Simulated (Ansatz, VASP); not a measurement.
**B3MoP4: VASP beside Ansatz**

```
CELL_PARAMETERS angstrom
4.83089 0.00000 0.00000
0.00000 4.83089 0.00000
0.00000 0.00000 4.83089
ATOMIC_POSITIONS crystal
B 0.50000 0.00000 0.00000
B 0.00000 0.50000 0.00000
B 0.00000 0.00000 0.50000
Mo 0.50000 0.50000 0.50000
P 0.23019 0.23019 0.23019
P 0.76981 0.76981 0.23019
P 0.76981 0.23019 0.76981
P 0.23019 0.76981 0.76981
```

Alike in both runs: functional PBE; k mesh 8 × 8 × 8; occupations gaussian, width 0.1 eV; no spin polarisation.

Ansatz relaxed the structure, and its values are those at the end. VASP's run is a single point on that final structure, the one shown.

|  | VASP | Ansatz |
| --- | --- | --- |
| version | VASP 6.6.1 | Ansatz 0.2.0 |
| potentials or method | VASP PAW PBE potentials, release 64 (B, Mo_sv, P) | scalar-relativistic, plane waves, PAW |
| plane-wave cutoff (eV) | 520 | 420 |
| valence electrons in the cell | 43 | 43 |

Ansatz gave:

- gap on the k mesh at the Fermi level (eV): none
- pressure (GPa): 0.0

Problem. Which values does VASP return?

Solution. gap on the k mesh at the Fermi level (eV): none; pressure (GPa): -0.2.

A gap of «none» marks a metal or a gap that the smearing closes.
